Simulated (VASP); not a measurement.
RuS:

```
Ru S
1.0
     0.00000    2.54676    2.54676
     2.54676    0.00000    2.54676
     5.09351    5.09351    0.00000
Ru S
2 2
Direct
  0.50000 0.50000 0.25000
  0.50000 0.50000 0.75000
  0.00000 0.00000 0.00000
  0.00000 0.00000 0.50000
```

The cell comes from a database or a generator and needn't be the stable form of this composition.

Base run:

| Quantity | Value |
| --- | --- |
| Program | VASP 6.6.1 |
| Functional | LDA |
| Potentials or basis | VASP PAW LDA potentials, release 64 (Ru_pv, S) |
| Cutoff | 520 eV |
| k mesh | 6 × 6 × 6 |
| Occupations | gaussian, width 0.05 eV |
| Spin | collinear spin, ferrimagnetic start |
| Starting moments | [1.0, -0.5, 0.0, 0.0] μB |
| Hubbard terms | Ru d U = 2 eV |

Its results: band gap on the k mesh none (metal or under the smearing width); pressure -21.9 GPa; net moment 0.56 μB per cell; site moments Ru +0.25; S +0.02 μB.

Q: The run is repeated on the same cell with these changes: hubbard terms from Ru d U = 2 eV to Ru d U = 4 eV; further incar settings from ALGO = Normal; EDIFF = 1e-06; NBANDS = 32 to ALGO = Normal; EDIFF = 1e-06. What comes out?

A: Band gap on the k mesh none (metal or under the smearing width); pressure -17.4 GPa; net moment 1.90 μB per cell; site moments Ru +1.52, +0.28; S +0.01 μB.
